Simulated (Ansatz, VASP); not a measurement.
# BaCuC: VASP beside Ansatz, part 2 of 2

One calculation is typed for both programs; each brings its own data sets and cutoff. How far apart do they land? The cell is invented: As first built, before any earlier steps moved the atoms: it takes the BaCuGe structure with some of its atoms replaced by other elements, volume scaled by an estimate. It may not be a known or stable phase. The cell comes out of the VASP series on this material, whose earlier steps may have relaxed, scaled or displaced it; both programs get it as it stands.

VASP 6.6.1 and Ansatz 0.2.0.

So far. Step 2 (Ansatz: single point, LDA): The run ends at a pressure of -2.06 GPa. Step 3 (VASP: single point, LDA): The run ends at a pressure of -0.06 GPa.

## (7) VASP: band structure, LDA, spin-orbit coupling

Level of this step: LDA, spin-orbit coupling; plane waves and PAW (Ba_sv, Cu, C); invented cell (VASP).

The same cell, functional (in two slightly different forms), mesh and smearing now go to VASP, with its own data sets and cutoff.

INCAR

```
SYSTEM = BaCuC
PREC = Accurate
ENCUT = 520
EDIFF = 1E-06
NELM = 100
ISMEAR = -1
SIGMA = 0.05
LREAL = .FALSE.
ALGO = Normal
GGA = CA
LNONCOLLINEAR = .TRUE.
MAGMOM = 0 0 0 0 0 0 0 0 0
NBANDS = 36
GGA_COMPAT = .FALSE.
LASPH = .TRUE.
LSORBIT = .TRUE.
LMAXMIX = 4
LORBIT = 11
LWAVE = .FALSE.
LCHARG = .FALSE.
```

POSCAR

```
BaCuC
1.0
    3.5817442111      0.0000000728      0.0000000000
   -1.7908724653      3.1018815743      0.0000000000
    0.0000000000      0.0000000000      4.5716183506
Ba Cu C
1 1 1
Direct
    0.0000000000      0.0000000000      0.0000000000
    0.3333333300      0.6666666700      0.5000000000
    0.6666666700      0.3333333300      0.5000000000
```

KPOINTS

```
Automatic mesh
0
Gamma
7 7 5
0 0 0
```

KPOINTS_OPT

```
Line mode
16
Line-mode
Reciprocal
  0.00000000   0.00000000   0.00000000 GAMMA
  0.50000000   0.00000000   0.00000000 M

  0.50000000   0.00000000   0.00000000 M
  0.33333333   0.33333333   0.00000000 K

  0.33333333   0.33333333   0.00000000 K
  0.00000000   0.00000000   0.00000000 GAMMA

  0.00000000   0.00000000   0.00000000 GAMMA
  0.00000000   0.00000000   0.50000000 A

  0.00000000   0.00000000   0.50000000 A
  0.50000000   0.00000000   0.50000000 L

  0.50000000   0.00000000   0.50000000 L
  0.33333333   0.33333333   0.50000000 H

  0.33333333   0.33333333   0.50000000 H
  0.00000000   0.00000000   0.50000000 A

  0.50000000   0.00000000   0.50000000 L
  0.50000000   0.00000000   0.00000000 M

  0.33333333   0.33333333   0.00000000 K
  0.33333333   0.33333333   0.50000000 H
```

The projector-augmented-wave data sets are Ba_sv, Cu and C (LDA family, release 64).

The run is started by

```bash
mpirun -np 1 vasp_ncl
```

Numbers of over 12 decimals in the logs are rounded to 6 here.

The program printed:

```text
[... set-up lines as in an earlier step ...]
 entering main loop
       N       E                     dE             d eps       ncg     rms          rms(c)
DAV:   1     0.235306388459E+03    0.23531E+03   -0.10928E+04  2592   0.168E+03
DAV:   2     0.120258161026E+02   -0.22328E+03   -0.20984E+03  2700   0.385E+02
DAV:   3    -0.175715431606E+02   -0.29597E+02   -0.27291E+02  3580   0.147E+02
DAV:   4    -0.199665988038E+02   -0.23951E+01   -0.23608E+01  4464   0.373E+01
[...]
DAV:  15    -0.154196841921E+02    0.10345E-04   -0.24037E-05  3956   0.112E-01    0.146E-02
DAV:  16    -0.154196811886E+02    0.30035E-05   -0.96574E-06  4256   0.595E-02    0.223E-03
DAV:  17    -0.154196812136E+02   -0.25019E-07   -0.12031E-06  2184   0.158E-02
   1 F= -.15419681E+02 E0= -.15414350E+02  d E =-.106616E-01  mag=    -0.0000     0.0000    -0.0000
 Start KPOINTS_OPT (optional k-point list driver)
k-point batch [1-36\144]
       N       E                     dE             ncg
DAV:   1     0.640940340404E+04   -0.16122E+05     2592
DAV:   2    -0.141249898429E+04   -0.78219E+04     2736
DAV:   3    -0.242861474854E+04   -0.10161E+04     3244
DAV:   4    -0.250581775899E+04   -0.77203E+02     4376
[...]
DAV:   8    -0.250773936668E+04   -0.46791E-04     3776
DAV:   9    -0.250773936769E+04   -0.10104E-05     2496
DAV:  10    -0.250773936781E+04   -0.11889E-06     2000
[...]
k-point batch [109-144\144]
       N       E                     dE             ncg
DAV:   1     0.631879927539E+04   -0.24007E+05     2592
DAV:   2    -0.146288225442E+04   -0.77817E+04     2704
DAV:   3    -0.247723412559E+04   -0.10144E+04     3324
DAV:   4    -0.254854628669E+04   -0.71312E+02     4216
[...]
DAV:   8    -0.255097922635E+04   -0.35994E-04     3692
DAV:   9    -0.255097922743E+04   -0.10814E-05     2480
DAV:  10    -0.255097922757E+04   -0.14006E-06     1964
```

From OUTCAR (step 7):

```text
  Total       -0.1854726     -0.1854727      0.1659949      0.0000000     -0.0000000      0.0000000
  in kB       -5.8506036     -5.8506041      5.2361907      0.0000006     -0.0000000      0.0000000
  external PRESSURE =      -2.1550057 kB  Pullay stress =       0.0000000 kB

  FREE ENERGIE OF THE ION-ELECTRON SYSTEM (eV)
  ---------------------------------------------------
  free  energy   TOTEN  =       -15.4196812136 eV

  energy  without entropy=      -15.4090196535  energy(sigma->0) =      -15.41435043

 magnetization (x)
# of ion       s       p       d       tot
------------------------------------------
    1        0.000  -0.000  -0.000  -0.000
    2        0.000   0.000   0.000   0.000
    3        0.000   0.000   0.000   0.000
--------------------------------------------------
tot          0.000   0.000  -0.000   0.000

 magnetization (y)
# of ion       s       p       d       tot
------------------------------------------
    1        0.000  -0.000  -0.000  -0.000
    2       -0.000   0.000   0.000   0.000
    3        0.000   0.000   0.000   0.000
--------------------------------------------------
tot          0.000   0.000  -0.000   0.000

 magnetization (z)
# of ion       s       p       d       tot
------------------------------------------
    1        0.000   0.000  -0.000  -0.000
    2        0.000   0.000   0.000   0.000
    3       -0.000   0.000   0.000  -0.000
--------------------------------------------------
tot         -0.000   0.000   0.000   0.000

[... 2 parts as in an earlier step ...]

[... 2 further parts left out ...]
[key lines of the parts left out:]
E-fermi :   4.9981
```

The run ends at a pressure of -0.22 GPa.

## (8) Comparison

What differs besides the data sets and the points named for the pairs above, as far as they apply: spin-orbit coupling enters by fully relativistic files in Ansatz and inside the spheres in VASP; the data sets hold 33 valence electrons in Ansatz (fully relativistic PAW (standard-fr) files) and 25 in VASP. Total energies have different zeros and are not compared.

Both answers:

| quantity | Ansatz | VASP | difference |
| --- | --- | --- | --- |
| pressure (GPa) | -2.20 | -0.22 | -1.98 |

Levels from 3 eV below to 2 eV above the Fermi level differ by 33 meV r.m.s. and 139 meV at most; each VASP level is matched to the nearest of Ansatz, which flatters the figure a little. Ansatz's pressure holds a Pulay correction of 0.16 GPa; VASP's holds none.

## (9) Further runs

The difference is large enough to ask for its cause, so further runs change the set-up of one program at a time, as the table lists.

```csv
run,difference in pressure (GPa)
as above,-2.0
"cores kept as stored, as VASP does, whose cores stay as stored",-1.9
Ansatz's larger PAW set (cutoff 1050 eV),-2.0
```

## (10) Summary of results

```json
{
  "difference in pressure (single point, LDA)": "-2.0 GPa",
  "difference in pressure (band structure, LDA, spin-orbit coupling)": "-2.0 GPa"
}
```

In words: The difference in pressure is -2.0 GPa (single point, LDA), beyond the 1 GPa picked in this series as the mark of a large difference. For single point, LDA: no further run halves the difference in pressure; only Ansatz's side was varied, and Ansatz's runs with other potentials lie closer to each other than to VASP, which for this quantity points to VASP's side; this was not tested here. For band structure, LDA, spin-orbit coupling: no further run halves the difference in pressure; only Ansatz's side was varied. 2 further runs on this material are not shown. How closely two codes agree says nothing of how well the functional describes the real material.

[Lines on the potential files, build, host, timing and source positions are cut from VASP's logs without a mark.]

[Logs are printed without paths, hosts, clocks, repeated set-up lines and the standing remarks that a program may print on its own settings, such as how far it seeks lower states.]

[Hosts, paths, dates, database ids (printed as entryN), source tags and the programs' standing remarks are cut or masked in the printed files.]
